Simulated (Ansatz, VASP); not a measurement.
## Tl2Se: VASP beside Ansatz

Wanted: the spread between two codes on one cell, functional and k mesh. The cell is generated by rule, not measured, and may not be a known phase. The cell is taken from a series of runs on this material, whose earlier steps may have relaxed, scaled, displaced or heated it; both programs get it as it stands.

Calculated with Ansatz 0.2.0; plane waves, with VASP 6.6.1 beside it; zone-centre phonons at PBE.

The structure was built from a prototype and need not be the compound's stable phase.

**1. The starting structure**

Symmetry: Fm-3m, No. 225, cubic system. Conventional cell: a = 7.574 Å, b = 7.574 Å, c = 7.574 Å, α = 90.00°, β = 90.00°, γ = 90.00°. Se has 8 Tl at 3.28 Å nearest. Tl has 4 Se at 3.28 Å nearest. Farther neighbours and most contacts between anions are not listed.

Structure file:

```cif
data_structure
_symmetry_space_group_name_H-M 'Fm-3m'
_symmetry_Int_Tables_number 225
_cell_length_a 7.5742
_cell_length_b 7.5742
_cell_length_c 7.5742
_cell_angle_alpha 90.000
_cell_angle_beta 90.000
_cell_angle_gamma 90.000
_cell_volume 434.52
loop_
_atom_site_label
_atom_site_type_symbol
_atom_site_symmetry_multiplicity
_atom_site_Wyckoff_symbol
_atom_site_fract_x
_atom_site_fract_y
_atom_site_fract_z
_atom_site_occupancy
Se1 Se 4 a 0.00000 0.00000 0.00000 1
Tl1 Tl 8 c 0.25000 0.75000 0.75000 1
```

**2. VASP: zone-centre phonons, PBE**

Second derivatives magnify differences that forces hide, and they need a tight electronic threshold.

Lines of VASP's logs that name or quote its potential files are left out, and so is its time.

The input, INCAR:

```
SYSTEM = Tl2Se
PREC = Accurate
ENCUT = 500
EDIFF = 1E-08
NELM = 120
ISMEAR = 0
SIGMA = 0.02
LREAL = .FALSE.
ALGO = Normal
GGA = PE
NBANDS = 22
LORBIT = 11
LWAVE = .FALSE.
LCHARG = .FALSE.
ISIF = 2
IBRION = 8
LASPH = .TRUE.
GGA_COMPAT = .FALSE.
EFERMI = MIDGAP
KPAR = 2
```

The input, POSCAR:

```
Tl2Se
1.0
    0.0000000000      3.7870920244      3.7870920244
    3.7870920244      0.0000000000      3.7870920244
    3.7870920244      3.7870920244      0.0000000000
Se Tl
1 2
Direct
    0.0000000000      0.0000000000      0.0000000000
    0.2500000000      0.2500000000      0.2500000000
    0.7500000000      0.7500000000      0.7500000000
```

The input, KPOINTS:

```
Automatic mesh
0
Gamma
8 8 8
0 0 0
```

PAW data sets: Se and Tl_d (PBE family, release 64).

On the command line:

```
mpirun -np 2 vasp_std
```

Numbers of over 12 decimals in the logs are rounded to 6 here.

Log:

```text
[banner, memory and clock lines left out]
running    2 mpi-ranks, on    1 nodes
 distrk:  each k-point on    1 cores,    2 groups
 distr:  one band on    1 cores,    1 groups

 POSCAR found type information on POSCAR SeTl
 POSCAR found :  2 types and       3 ions
 LDA part: xc-table for (Slater+PW92), standard interpolation
 POSCAR, INCAR and KPOINTS ok, starting setup
 FFT: planning ... GRIDC
 FFT: planning ... GRID_SOFT
 FFT: planning ... GRID
 WAVECAR not read
 entering main loop
       N       E                     dE             d eps       ncg     rms          rms(c)
DAV:   1     0.152770681707E+03    0.15277E+03   -0.15358E+04  1276   0.125E+03
DAV:   2    -0.354094162669E+01   -0.15631E+03   -0.14915E+03  1486   0.263E+02
DAV:   3    -0.940235734535E+01   -0.58614E+01   -0.57563E+01  1486   0.403E+01
DAV:   4    -0.947046375834E+01   -0.68106E-01   -0.68087E-01  1344   0.441E+00
DAV:   5    -0.947152249651E+01   -0.10587E-02   -0.10587E-02  1536   0.570E-01    0.352E+00
DAV:   6    -0.887954073010E+01    0.59198E+00   -0.77375E-01  1358   0.473E+00    0.220E+00
DAV:   7    -0.888415885213E+01   -0.46181E-02   -0.15731E-01  1294   0.151E+00    0.130E+00
DAV:   8    -0.888756598179E+01   -0.34071E-02   -0.16662E-02  1342   0.889E-01    0.240E-01
DAV:   9    -0.888701535723E+01    0.55062E-03   -0.26023E-03  1380   0.375E-01    0.128E-01
DAV:  10    -0.888821835428E+01   -0.12030E-02   -0.16536E-03  1312   0.185E-01    0.476E-02
DAV:  11    -0.888843153177E+01   -0.21318E-03   -0.23450E-04  1366   0.742E-02    0.131E-02
DAV:  12    -0.888846532113E+01   -0.33789E-04   -0.59346E-05  1306   0.454E-02    0.799E-03
DAV:  13    -0.888847065875E+01   -0.53376E-05   -0.10496E-05  1360   0.142E-02    0.221E-03
DAV:  14    -0.888847078002E+01   -0.12127E-06   -0.61344E-07  1430   0.483E-03    0.150E-03
DAV:  15    -0.888847081479E+01   -0.34769E-07   -0.17078E-07  1294   0.200E-03    0.199E-04
DAV:  16    -0.888847082639E+01   -0.11604E-07   -0.48974E-09   944   0.568E-04    0.723E-05
DAV:  17    -0.888847082691E+01   -0.51887E-09   -0.27666E-09   848   0.258E-04
   1 F= -.88884708E+01 E0= -.88884708E+01  d E =-.252322E-09
 Linear response reoptimize wavefunctions to high precision
DAV:   1    -0.888847082673E+01    0.18736E-09   -0.31116E-10   686   0.956E-05
DAV:   2    -0.888847082680E+01   -0.75488E-10   -0.70473E-11   662   0.383E-05
 Linear response DOF=           2
 Linear response progress:
  Degree of freedom:   1/  2
       N       E                     dE             d eps       ncg     rms          rms(c)
RMM:   1    -0.884690635083E-01   -0.88469E-01    0.94303E-02  5210   0.979E-01
RMM:   2    -0.875443470851E-01    0.92472E-03   -0.17390E-03  3925   0.160E-01    0.482E-02
RMM:   3    -0.877716882218E-01   -0.22734E-03   -0.10278E-04  3971   0.394E-02    0.273E-02
RMM:   4    -0.880250023452E-01   -0.25331E-03   -0.74589E-05  3943   0.339E-02    0.750E-03
RMM:   5    -0.879993213577E-01    0.25681E-04   -0.29048E-06  4036   0.814E-03    0.294E-03
RMM:   6    -0.879895468833E-01    0.97745E-05   -0.10890E-07  4087   0.148E-03    0.951E-04
RMM:   7    -0.879908632955E-01   -0.13164E-05   -0.47366E-08  4032   0.934E-04    0.196E-04
RMM:   8    -0.879889618113E-01    0.19015E-05   -0.74048E-09  3915   0.322E-04    0.882E-05
RMM:   9    -0.879896234348E-01   -0.66162E-06   -0.48853E-09  4042   0.110E-04    0.190E-05
RMM:  10    -0.879894110726E-01    0.21236E-06    0.86818E-10  4105   0.422E-05    0.791E-06
RMM:  11    -0.879893949982E-01    0.16074E-07    0.24051E-09  4157   0.888E-06    0.258E-06
RMM:  12    -0.879894013037E-01   -0.63055E-08    0.35447E-09  3525   0.536E-06    0.430E-07
 first order change of Fermi-energy   0.16442E-02
 force on displaced ion       1 direction 1 :  -1.433   0.000   0.000
 Linear response progress:
  Degree of freedom:   2/  2
       N       E                     dE             d eps       ncg     rms          rms(c)
RMM:   1    -0.344095624600E+00   -0.34410E+00   -0.24640E-01  6910   0.365E+00
RMM:   2    -0.344923616171E+00   -0.82799E-03   -0.33143E-03  6337   0.438E-01    0.296E-02
RMM:   3    -0.344777155055E+00    0.14646E-03   -0.69902E-05  7238   0.597E-02    0.160E-02
RMM:   4    -0.344599418993E+00    0.17774E-03   -0.90259E-06  7226   0.170E-02    0.333E-03
RMM:   5    -0.344603090423E+00   -0.36714E-05   -0.25773E-07  7381   0.261E-03    0.173E-03
RMM:   6    -0.344609755117E+00   -0.66647E-05   -0.14447E-07  6977   0.233E-03    0.362E-04
RMM:   7    -0.344609677741E+00    0.77376E-07    0.12052E-08  7315   0.451E-04    0.195E-04
RMM:   8    -0.344611179785E+00   -0.15020E-05    0.11307E-08  6645   0.311E-04    0.257E-05
RMM:   9    -0.344611135526E+00    0.44259E-07    0.39213E-09  7581   0.641E-05    0.132E-05
RMM:  10    -0.344611169270E+00   -0.33743E-07    0.43732E-10  7322   0.218E-05    0.367E-06
RMM:  11    -0.344611141275E+00    0.27994E-07   -0.15626E-10  7535   0.845E-06    0.101E-06
RMM:  12    -0.344611147412E+00   -0.61361E-08    0.16126E-10  5162   0.244E-06    0.421E-07
 first order change of Fermi-energy  -0.11636E-03
 force on displaced ion       2 direction 1 :  -1.419  -0.000  -0.000
 Linear response finished
```

From OUTCAR (step 2):

```text
ion  position               nearest neighbor table
   1  0.000  0.000  0.000-   2 3.28   3 3.28   3 3.28   3 3.28   3 3.28   2 3.28   2 3.28   2 3.28

  LATTYP: Found a face centered cubic cell.
 ALAT       =     7.5741840488

 Subroutine GETGRP returns: Found 48 space group operations
 (whereof 48 operations were pure point group operations)

The static configuration has the point symmetry O_h .

 Found     29 irreducible k-points:

   k-points           NKPTS =     29   k-points in BZ     NKDIM =     29   number of bands    NBANDS=     22

   dimension x,y,z NGX =    40 NGY =   40 NGZ =   40
   dimension x,y,z NGXF=    80 NGYF=   80 NGZF=   80

   ENCUT  =  500.0 eV  36.75 Ry    6.06 a.u.   9.76  9.76  9.76*2*pi/ulx,y,z

   NELECT =      32.0000    total number of electrons

 k-points in reciprocal lattice and weights: Automatic mesh
   0.00000000  0.00000000  0.00000000       0.002
   0.12500000  0.00000000  0.00000000       0.016
   0.25000000  0.00000000  0.00000000       0.016
   0.37500000  0.00000000  0.00000000       0.016
   0.50000000  0.00000000  0.00000000       0.008
   0.12500000  0.12500000  0.00000000       0.012
   0.25000000  0.12500000  0.00000000       0.047
   0.37500000  0.12500000  0.00000000       0.047
   0.50000000  0.12500000  0.00000000       0.047
[...]
-0.37500000  0.50000000  0.12500000       0.023
  -0.25000000  0.50000000  0.25000000       0.012

 average (electrostatic) potential at core
       1 -54.5261       2 -86.1171       3 -86.1171

  Total       -0.0221858     -0.0221858     -0.0221858      0.0000000      0.0000000     -0.0000000
  in kB       -0.3272185     -0.3272185     -0.3272185      0.0000000      0.0000000     -0.0000000
  external PRESSURE =      -0.3272185 kB  Pullay stress =       0.0000000 kB

  energy-cutoff  :      500.00
  volume of cell :      108.63
      direct lattice vectors                 reciprocal lattice vectors
     0.000000000  3.787092024  3.787092024    -0.132027423  0.132027423  0.132027423
     3.787092024  0.000000000  3.787092024     0.132027423 -0.132027423  0.132027423
     3.787092024  3.787092024  0.000000000     0.132027423  0.132027423 -0.132027423

 POSITION                                       TOTAL-FORCE (eV/Angst)
 -----------------------------------------------------------------------------------
      0.00000      0.00000      0.00000        -0.000000      0.000000     -0.000000
      1.89355      1.89355      1.89355        -0.000000     -0.000000     -0.000000
      5.68064      5.68064      5.68064         0.000000      0.000000      0.000000
 -----------------------------------------------------------------------------------
    total drift:                               -0.000000     -0.000000      0.000000

 Eigenvectors and eigenvalues of the dynamical matrix
 ----------------------------------------------------

   1 f  =    2.301661 THz    14.461763 2PiTHz   76.775149 cm-1     9.518901 meV
             X         Y         Z           dx          dy          dz
      0.000000  0.000000  0.000000    -0.000000    0.000000   -0.915135
      1.893546  1.893546  1.893546     0.000000   -0.000000    0.285068
      5.680638  5.680638  5.680638    -0.000000    0.000000    0.285068

   2 f  =    2.301661 THz    14.461763 2PiTHz   76.775149 cm-1     9.518901 meV
             X         Y         Z           dx          dy          dz
      0.000000  0.000000  0.000000     0.392956   -0.826473   -0.000000
      1.893546  1.893546  1.893546    -0.122407    0.257449    0.000000
      5.680638  5.680638  5.680638    -0.122407    0.257449    0.000000

   3 f  =    2.301661 THz    14.461763 2PiTHz   76.775149 cm-1     9.518901 meV
             X         Y         Z           dx          dy          dz
      0.000000  0.000000  0.000000     0.826473    0.392956   -0.000000
      1.893546  1.893546  1.893546    -0.257449   -0.122407    0.000000
      5.680638  5.680638  5.680638    -0.257449   -0.122407    0.000000

   4 f  =    1.591588 THz    10.000244 2PiTHz   53.089670 cm-1     6.582277 meV
             X         Y         Z           dx          dy          dz
      0.000000  0.000000  0.000000     0.000000   -0.000000   -0.000000
      1.893546  1.893546  1.893546    -0.666114    0.191312   -0.140329
      5.680638  5.680638  5.680638     0.666114   -0.191312    0.140329

   5 f  =    1.591588 THz    10.000244 2PiTHz   53.089670 cm-1     6.582277 meV
             X         Y         Z           dx          dy          dz
      0.000000  0.000000  0.000000    -0.000000    0.000000   -0.000000
      1.893546  1.893546  1.893546     0.125453   -0.070973   -0.692260
      5.680638  5.680638  5.680638    -0.125453    0.070973    0.692260

   6 f  =    1.591588 THz    10.000244 2PiTHz   53.089670 cm-1     6.582277 meV
             X         Y         Z           dx          dy          dz
      0.000000  0.000000  0.000000    -0.000000   -0.000000    0.000000
      1.893546  1.893546  1.893546     0.201380    0.677025   -0.032916
      5.680638  5.680638  5.680638    -0.201380   -0.677025    0.032916

   7 f/i=    0.001971 THz     0.012386 2PiTHz    0.065755 cm-1     0.008153 meV
             X         Y         Z           dx          dy          dz
      0.000000  0.000000  0.000000    -0.051907   -0.112722    0.383571
      1.893546  1.893546  1.893546    -0.083316   -0.180932    0.615677
      5.680638  5.680638  5.680638    -0.083316   -0.180932    0.615677

   8 f/i=    0.001971 THz     0.012386 2PiTHz    0.065755 cm-1     0.008153 meV
             X         Y         Z           dx          dy          dz
      0.000000  0.000000  0.000000    -0.147853   -0.353955   -0.124027
      1.893546  1.893546  1.893546    -0.237322   -0.568140   -0.199077
      5.680638  5.680638  5.680638    -0.237322   -0.568140   -0.199077

   9 f/i=    0.001971 THz     0.012386 2PiTHz    0.065755 cm-1     0.008153 meV
             X         Y         Z           dx          dy          dz
      0.000000  0.000000  0.000000    -0.371447    0.156643   -0.004232
      1.893546  1.893546  1.893546    -0.596216    0.251430   -0.006794
      5.680638  5.680638  5.680638    -0.596216    0.251430   -0.006794

 ELASTIC MODULI CONTR FROM IONIC RELAXATION (kBar)
 Direction    XX          YY          ZZ          XY          YZ          ZX
 --------------------------------------------------------------------------------
 XX          -0.0000      0.0000      0.0000      0.0000      0.0000      0.0000
 YY           0.0000     -0.0000     -0.0000      0.0000     -0.0000      0.0000
 ZZ           0.0000     -0.0000     -0.0000      0.0000     -0.0000      0.0000
 XY           0.0000      0.0000      0.0000    -30.3481     -0.0000      0.0000
 YZ           0.0000     -0.0000     -0.0000     -0.0000    -30.3481      0.0000
 ZX           0.0000      0.0000      0.0000      0.0000      0.0000    -30.3481
 --------------------------------------------------------------------------------
```

[end of part 1 of 2]

[Lines on the potential files, build, host, timing and source positions are cut from VASP's logs without a mark.]

[Logs are printed without paths, hosts, clocks, repeated set-up lines and the standing remarks that a program may print on its own settings, such as how far it seeks lower states.]

[Hosts, paths, dates, database ids (printed as entryN), source tags and the programs' standing remarks are cut or masked in the printed files.]
